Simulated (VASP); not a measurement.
A VASP calculation is set up with these files.

File KPOINTS:
```
Automatic mesh
0
Gamma
4 4 4
0 0 0
```

### INCAR
```
SYSTEM = W
PREC = Accurate
ENCUT = 400
EDIFF = 1E-6
NELM = 100
ALGO = Normal
LREAL = .FALSE.
LASPH = .TRUE.
ISMEAR = 1
SIGMA = 0.1
GGA = PE
LMAXMIX = 6
LWAVE = .FALSE.
LCHARG = .FALSE.
ISIF = 2
```

### POSCAR
```
W
1
   -3.0454405200     3.0454405200     3.0454405200
    3.0454405200    -3.0454405200     3.0454405200
    3.0454405200     3.0454405200    -3.0454405200
W
1
Direct
  0.0000000000   0.0000000000   0.0000000000
```

POTCAR, in this order: W_sv (PBE.64 set). Program: vasp_std.

Output

standard output:
```
 POSCAR found type information on POSCAR W
 POSCAR found :  1 types and       1 ions
 Reading from existing POTCAR
 Reading from existing POTCAR
 LDA part: xc-table for (Slater+PW92), standard interpolation
 POSCAR, INCAR and KPOINTS ok, starting setup
 WAVECAR not read
 entering main loop
       N       E                     dE             d eps       ncg     rms          rms(c)
DAV:   1     0.405060046962E+02    0.40506E+02   -0.64894E+03   240   0.885E+02
DAV:   2     0.350976791958E+00   -0.40155E+02   -0.38015E+02   210   0.199E+02
DAV:   3    -0.246734093771E+01   -0.28183E+01   -0.24333E+01   242   0.353E+01
DAV:   4    -0.263601207416E+01   -0.16867E+00   -0.13420E+00   198   0.621E+00
DAV:   5    -0.264407136086E+01   -0.80593E-02   -0.78494E-02   218   0.121E+00    0.321E+00
DAV:   6    -0.209816187197E+01    0.54591E+00   -0.22349E+00   184   0.954E+00    0.132E+00
DAV:   7    -0.207893835204E+01    0.19224E-01   -0.14852E-01   243   0.168E+00    0.758E-01
DAV:   8    -0.207569004012E+01    0.32483E-02   -0.67836E-03   225   0.805E-01    0.188E-01
DAV:   9    -0.207616834608E+01   -0.47831E-03   -0.52142E-04   176   0.187E-01    0.119E-01
DAV:  10    -0.207619860307E+01   -0.30257E-04   -0.59376E-04   176   0.178E-01    0.315E-02
DAV:  11    -0.207623422195E+01   -0.35619E-04   -0.38149E-05   176   0.490E-02    0.735E-03
DAV:  12    -0.207623481924E+01   -0.59729E-06   -0.29499E-06   179   0.127E-02
   1 F= -.20762348E+01 E0= -.20747795E+01  d E =-.436598E-02
```

File OUTCAR:
```
------------------------ aborting loop because EDIFF is reached ----------------------------------------
  FORCE on cell =-STRESS in cart. coord.  units (eV):
  Direction    XX          YY          ZZ          XY          YZ          ZX
  --------------------------------------------------------------------------------------
  Total       -1.3783966     -1.3783966     -1.3783966     -0.0000000      0.0000000      0.0000000
  in kB      -19.5467435    -19.5467435    -19.5467435     -0.0000000      0.0000000      0.0000000
  external PRESSURE =     -19.5467435 kB  Pullay stress =       0.0000000 kB
  volume of cell :      112.98
      direct lattice vectors                 reciprocal lattice vectors
    -3.045440520  3.045440520  3.045440520     0.000000000  0.164179861  0.164179861
     3.045440520 -3.045440520  3.045440520     0.164179861  0.000000000  0.164179861
     3.045440520  3.045440520 -3.045440520     0.164179861  0.164179861  0.000000000
 POSITION                                       TOTAL-FORCE (eV/Angst)
 -----------------------------------------------------------------------------------
      0.00000      0.00000      0.00000        -0.000000     -0.000000      0.000000
 -----------------------------------------------------------------------------------
    total drift:                               -0.000000      0.000000      0.000000
  FREE ENERGIE OF THE ION-ELECTRON SYSTEM (eV)
  ---------------------------------------------------
  free  energy   TOTEN  =        -2.0762348192 eV

  energy  without entropy=       -2.0718688395  energy(sigma->0) =       -2.07477949
```
(Selected blocks of OUTCAR.)

Problem. Read input and log: which fault does this run have?
(A) IBRION is misspelt, so VASP ignores the line and takes its default
(B) the lattice was typed in bohr, and VASP reads ångström
(C) the lattice vectors form a left-handed set
(D) LEPSILON was set for a metal

Solution. B, the lattice was typed in bohr, and VASP reads ångström. The run ends without an error. Against the sound run, the energy per atom (σ→0) goes up by 10.863 eV/atom; the pressure goes up by 7.73 GPa; the volume goes up by 570 %.

To mend it, correct POSCAR, correct KPOINTS.
### POSCAR
```
W
1
   -1.6116000000     1.6116000000     1.6116000000
    1.6116000000    -1.6116000000     1.6116000000
    1.6116000000     1.6116000000    -1.6116000000
W
1
Direct
  0.0000000000   0.0000000000   0.0000000000
```
**KPOINTS**
```
Automatic mesh
0
Gamma
12 12 12
0 0 0
```
The mended run (PBE GGA, plane waves, VASP's PBE PAW potentials (set 64)) converges, and its OSZICAR ends with
```
   1 F= -.12937953E+02 E0= -.12937988E+02  d E =0.104414E-03
```

The compound is W in the bcc structure. The cell was not relaxed at this level.
